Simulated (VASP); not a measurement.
Calculation: PBEsol GGA, VASP's PBE PAW potentials (set 64) (plane waves; VASP).

Input for VASP

**POSCAR**
```
MoS
1
    3.2234047690     0.0000000000    -0.0000000000
   -1.6117023845     2.7915505762    -0.0000000000
   -0.0000000000    -0.0000000000     6.3029089013
Mo S
2 2
Direct
  1.0000000000   0.0000000000   1.0000000000
  1.0000000000   0.0000000000   0.5000000000
  0.3333330000   0.6666670000   0.2500000000
  0.6666670000   0.3333330000   0.7500000000
```

### INCAR
```
LWAVE=.FALSE.
LREAL=.FALSE.
NSW=60   # most ionic steps
LMAXMIX=4   # l cut-off of mixed one-centre charges
LASPH=.TRUE.
SIGMA=0.1
EDIFFG=-0.02
IBRION=2
GGA=PS   # PBEsol
SYSTEM=MoS
ENCUT=400   # plane-wave cut-off (eV)
ISMEAR=1
ALGO=Normal
EDIFF=1E-6   # SCF stop (eV)
PREC=Accurate
NELM=100   # most electronic steps
ISIF=3   # ions, shape and volume
LCHARG=.FALSE.
```

**KPOINTS**
```
Automatic mesh
0
Gamma
10 10 5
0 0 0
```

POTCAR, in this order: Mo_sv S (PBE.64 set). Program: vasp_std.

What VASP printed:

**OSZICAR**
```
       N       E                     dE             d eps       ncg     rms          rms(c)
DAV:   1     0.306548453647E+03    0.30655E+03   -0.20230E+04  2048   0.137E+03
DAV:   2    -0.233292938788E+02   -0.32988E+03   -0.32651E+03  2400   0.408E+02
DAV:   3    -0.355574151119E+02   -0.12228E+02   -0.11973E+02  2704   0.714E+01
DAV:   4    -0.357042102470E+02   -0.14680E+00   -0.14562E+00  2296   0.807E+00
DAV:   5    -0.357070951495E+02   -0.28849E-02   -0.28821E-02  2672   0.936E-01    0.325E+01
DAV:   6    -0.342241166829E+02    0.14830E+01   -0.94622E+00  2336   0.189E+01    0.121E+01
DAV:   7    -0.341620579010E+02    0.62059E-01   -0.44477E-01  2376   0.404E+00    0.601E+00
DAV:   8    -0.341457391858E+02    0.16319E-01   -0.60709E-02  2464   0.153E+00    0.568E-01
DAV:   9    -0.341452793651E+02    0.45982E-03   -0.36304E-03  2640   0.335E-01    0.299E-01
DAV:  10    -0.341452956961E+02   -0.16331E-04   -0.45133E-04  2312   0.177E-01    0.610E-02
DAV:  11    -0.341452836603E+02    0.12036E-04   -0.57271E-05  2544   0.607E-02    0.199E-02
DAV:  12    -0.341452835303E+02    0.12997E-06   -0.26815E-06  2040   0.998E-03
   1 F= -.34145284E+02 E0= -.34144525E+02  d E =-.341453E+02
       N       E                     dE             d eps       ncg     rms          rms(c)
DAV:   1    -0.342025608911E+02   -0.57277E-01   -0.20908E+00  2048   0.122E+01    0.170E+00
DAV:   2    -0.341607432529E+02    0.41818E-01   -0.12649E-01  2112   0.254E+00    0.533E-01
DAV:   3    -0.341544710053E+02    0.62722E-02   -0.19155E-02  2440   0.876E-01    0.206E-01
DAV:   4    -0.341543686914E+02    0.10231E-03   -0.74956E-04  2336   0.166E-01    0.958E-02
DAV:   5    -0.341543698168E+02   -0.11255E-05   -0.96876E-05  2608   0.636E-02    0.334E-02
DAV:   6    -0.341543712404E+02   -0.14236E-05   -0.24085E-05  2336   0.328E-02    0.992E-03
DAV:   7    -0.341543706303E+02    0.61006E-06   -0.49462E-06  2024   0.142E-02
   2 F= -.34154371E+02 E0= -.34154521E+02  d E =-.908710E-02
       N       E                     dE             d eps       ncg     rms          rms(c)
DAV:   1    -0.345179387063E+02   -0.36357E+00   -0.16188E+01  2064   0.340E+01    0.478E+00
DAV:   2    -0.342090013084E+02    0.30894E+00   -0.90927E-01  2072   0.682E+00    0.152E+00
DAV:   3    -0.341548814371E+02    0.54120E-01   -0.15889E-01  2440   0.254E+00    0.667E-01
DAV:   4    -0.341537513858E+02    0.11301E-02   -0.74382E-03  2320   0.510E-01    0.271E-01
DAV:   5    -0.341537043836E+02    0.47002E-04   -0.13010E-03  2496   0.234E-01    0.102E-01
DAV:   6    -0.341536893232E+02    0.15060E-04   -0.32522E-04  2360   0.119E-01    0.290E-02
DAV:   7    -0.341536859797E+02    0.33435E-05   -0.36483E-05  2432   0.401E-02    0.736E-03
DAV:   8    -0.341536855336E+02    0.44606E-06   -0.14699E-06  1464   0.800E-03
   3 F= -.34153686E+02 E0= -.34153839E+02  d E =-.840200E-02
       N       E                     dE             d eps       ncg     rms          rms(c)
DAV:   1    -0.342559720856E+02   -0.10229E+00   -0.43012E+00  2064   0.176E+01    0.237E+00
DAV:   2    -0.341730981676E+02    0.82874E-01   -0.27953E-01  2064   0.381E+00    0.760E-01
DAV:   3    -0.341598126501E+02    0.13286E-01   -0.39328E-02  2456   0.123E+00    0.285E-01
DAV:   4    -0.341594755322E+02    0.33712E-03   -0.19803E-03  2344   0.274E-01    0.152E-01
DAV:   5    -0.341594683638E+02    0.71683E-05   -0.15935E-04  2544   0.765E-02    0.401E-02
DAV:   6    -0.341594636876E+02    0.46763E-05   -0.49119E-05  2360   0.422E-02    0.134E-02
DAV:   7    -0.341594630928E+02    0.59476E-06   -0.54345E-06  2040   0.153E-02
   4 F= -.34159463E+02 E0= -.34160088E+02  d E =-.141796E-01
       N       E                     dE             d eps       ncg     rms          rms(c)
DAV:   1    -0.342026958235E+02   -0.43232E-01   -0.16227E+00  2056   0.112E+01    0.210E+00
DAV:   2    -0.341667434732E+02    0.35952E-01   -0.15120E-01  2136   0.287E+00    0.506E-01
DAV:   3    -0.341621976379E+02    0.45458E-02   -0.10181E-02  2576   0.665E-01    0.179E-01
DAV:   4    -0.341617536030E+02    0.44403E-03   -0.17464E-03  2264   0.279E-01    0.111E-01
DAV:   5    -0.341617542587E+02   -0.65571E-06   -0.11379E-04  2416   0.742E-02    0.351E-02
DAV:   6    -0.341617446043E+02    0.96544E-05   -0.37965E-05  2464   0.307E-02    0.748E-03
DAV:   7    -0.341617442098E+02    0.39447E-06   -0.15130E-06  1480   0.761E-03
   5 F= -.34161744E+02 E0= -.34162173E+02  d E =-.228112E-02
       N       E                     dE             d eps       ncg     rms          rms(c)
DAV:   1    -0.341644015290E+02   -0.26569E-02   -0.96798E-02  2048   0.273E+00    0.520E-01
DAV:   2    -0.341622956849E+02    0.21058E-02   -0.86112E-03  2136   0.687E-01    0.123E-01
DAV:   3    -0.341620209210E+02    0.27476E-03   -0.60419E-04  2552   0.163E-01    0.431E-02
DAV:   4    -0.341619977650E+02    0.23156E-04   -0.10375E-04  2296   0.673E-02    0.276E-02
DAV:   5    -0.341620018080E+02   -0.40430E-05   -0.73323E-06  2408   0.187E-02    0.876E-03
DAV:   6    -0.341620027582E+02   -0.95025E-06   -0.25085E-06  1504   0.804E-03
   6 F= -.34162003E+02 E0= -.34162515E+02  d E =-.253967E-02
```

**OUTCAR**
```
------------------------ aborting loop because EDIFF is reached ----------------------------------------
  FORCE on cell =-STRESS in cart. coord.  units (eV):
  Direction    XX          YY          ZZ          XY          YZ          ZX
  --------------------------------------------------------------------------------------
  Total        0.0260391      0.0260392      0.0039706      0.0000000     -0.0000000      0.0000000
  in kB        0.7407522      0.7407523      0.1129530      0.0000000     -0.0000000      0.0000000
  external PRESSURE =       0.5314858 kB  Pullay stress =       0.0000000 kB
  volume of cell :       56.32
      direct lattice vectors                 reciprocal lattice vectors
     3.173090729  0.000000000  0.000000000     0.315150144  0.181952010 -0.000000000
    -1.586545364  2.747977332 -0.000000000     0.000000000  0.363904021 -0.000000000
    -0.000000000  0.000000000  6.459051583     0.000000000  0.000000000  0.154821492
 POSITION                                       TOTAL-FORCE (eV/Angst)
 -----------------------------------------------------------------------------------
      0.00000      0.00000      0.00000         0.000000      0.000000     -0.000000
     -0.00000      0.00000      3.22953         0.000000      0.000000     -0.000000
     -0.00000      1.83199      1.61476         0.000000     -0.000000      0.000000
      1.58655      0.91599      4.84429        -0.000000      0.000000      0.000000
 -----------------------------------------------------------------------------------
    total drift:                                0.000000     -0.000000      0.000000
  FREE ENERGIE OF THE ION-ELECTRON SYSTEM (eV)
  ---------------------------------------------------
  free  energy   TOTEN  =       -34.1620027582 eV

  energy  without entropy=      -34.1635383860  energy(sigma->0) =      -34.16251463

 reached required accuracy - stopping structural energy minimisation
```
(Selected blocks of OUTCAR.)

CONTCAR:
```
MoS
   1.00000000000000
     3.1730907286936891    0.0000000000000000    0.0000000000000000
    -1.5865453643468446    2.7479773316378231   -0.0000000000000000
    -0.0000000000000000    0.0000000000000000    6.4590515829638813
  Mo              S
     2     2
Direct
     0.0000000000000000    0.0000000000000000    0.0000000000000000
     0.0000000000000000    0.0000000000000000    0.5000000000000000
     0.3333330000000032    0.6666669999999968    0.2500000000000000
     0.6666669999999968    0.3333330000000032    0.7500000000000000
```

The structure was generated: MoS was put into the NiAs type type (P6_3/mmc), which need not be its known phase. This run relaxes it. Symmetry was kept, so distortions that lower it aren't found. The start is the result of an earlier pass. VASP warned that the highest band is occupied, so more bands are needed.
